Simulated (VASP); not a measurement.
An input for Quantum ESPRESSO's pw.x (written as the equivalent of a VASP run, and not itself run):

```
&CONTROL
  calculation = 'scf'
  pseudo_dir = './pseudo'
  outdir = './out'
  tprnfor = .true.
  tstress = .true.
/
&SYSTEM
  ibrav = 0
  nat = 2
  ntyp = 2
  ecutwfc = 84
  occupations = 'smearing'
  smearing = 'gaussian'
  degauss = 0.01999
  input_dft = 'pbe'
/
&ELECTRONS
  conv_thr = 7.3e-08
  electron_maxstep = 100
/
ATOMIC_SPECIES
  Y 88.906 Y.upf
  N 14.007 N.upf
CELL_PARAMETERS angstrom
     0.0000000    2.4916960    2.4916960
     2.4916960    0.0000000    2.4916960
     2.4916960    2.4916960    0.0000000
ATOMIC_POSITIONS crystal
  Y    0.0000000  0.0000000  0.0000000
  N    0.5000000  0.5000000  0.5000000
K_POINTS automatic
  3 3 3 0 0 0
```

### Question
Write the VASP files for the same calculation (PBE).

### Answer
One answer among several that fit: 
**INCAR**
```
# general
SYSTEM  = YN
PREC    = Accurate
ENCUT   = 400
LREAL   = .False.
LASPH   = .True.

# electronic loop
EDIFF   = 1E-6   # SCF stop (eV)
NELM    = 100   # most electronic steps
ALGO    = Normal   # blocked Davidson
LMAXMIX = 4   # l cut-off of mixed one-centre charges

# smearing
ISMEAR  = 0
SIGMA   = 0.272

# functional
GGA     = PE

# ions
ISIF    = 2   # forces and stress, cell fixed

# output
LWAVE   = .False.
LCHARG  = .False.
```

KPOINTS:
```
Automatic mesh
0
Gamma
3 3 3
0 0 0
```

**POSCAR**
```
YN
1
    0.0000000000     2.4916960000     2.4916960000
    2.4916960000     0.0000000000     2.4916960000
    2.4916960000     2.4916960000     0.0000000000
Y N
1 1
Direct
  0.0000000000   0.0000000000   0.0000000000
  0.5000000000   0.5000000000   0.5000000000
```

POTCAR, in this order: Y_sv N (PBE.64 set). Program: vasp_std.

The two are equivalent in intent, not identical: the potentials are each code's own (VASP's PAW set, PseudoDojo norm-conserving files in pw.x), so ENCUT and ecutwfc are chosen apart and not converted; conv_thr bounds pw.x's estimated SCF error, while EDIFF bounds the energy change between steps.

The structure comes from a computed database's YN entry; how it stands against other phases isn't given here. The cell was not relaxed at this level. The k-mesh is coarse (spacing up to 0.73 per Å, 2π included), so the numbers may not be converged in it. The run is one of a series of settings (KPOINTS 3×3×3 Γ-centred mesh against the base run), some of them coarse on purpose.
